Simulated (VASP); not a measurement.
Ga₄AsP₃ (ordered alloy cell): computed properties

All values below come from PBEsol GGA, VASP's PBE PAW potentials (set 64) (plane waves; VASP).

```
Quantity                                                                                                            Result
---------------------------------------------  ---------------------------------------------------------------------------
space group                                                                                                      R3m (160)
cell                                           a = 3.882 Å, b = 3.882 Å, c = 38.004 Å, α = 90.00°, β = 90.00°, γ = 120.00°
volume per atom                                                                                              20.67 Å³/atom
band gap (over mesh and band path)                                                                                 1.21 eV
smallest direct gap (over mesh and band path)                                                                      1.21 eV
band-edge character                                                                                         direct, Γ to Γ
density                                                                                                         4.49 g/cm³
```

Space group R3m, hexagonal axes (No. 160); a = b = 3.8822 Å, c = 38.0037 Å, α = β = 90.00°, γ = 120.00°

| atom | site | symmetry | x | y | z |
|---|---|---|---|---|---|
| Ga | 3a | 3m | 0.0000 | 0.0000 | 0.9981 |
| Ga | 3a | 3m | 0.0000 | 0.0000 | 0.2493 |
| Ga | 3a | 3m | 0.0000 | 0.0000 | 0.5006 |
| Ga | 3a | 3m | 0.0000 | 0.0000 | 0.7520 |
| P | 3a | 3m | 0.0000 | 0.0000 | 0.3113 |
| P | 3a | 3m | 0.0000 | 0.0000 | 0.5625 |
| P | 3a | 3m | 0.0000 | 0.0000 | 0.8138 |
| As | 3a | 3m | 0.0000 | 0.0000 | 0.0623 |
(The calculation used a cell of 8 atoms; values per cell refer to that cell.)

The structure was generated: Ga4AsP3 was put into an ordered model structure (R3m), which need not be its known phase. It was relaxed first. Symmetry was kept, so distortions that lower it aren't found.
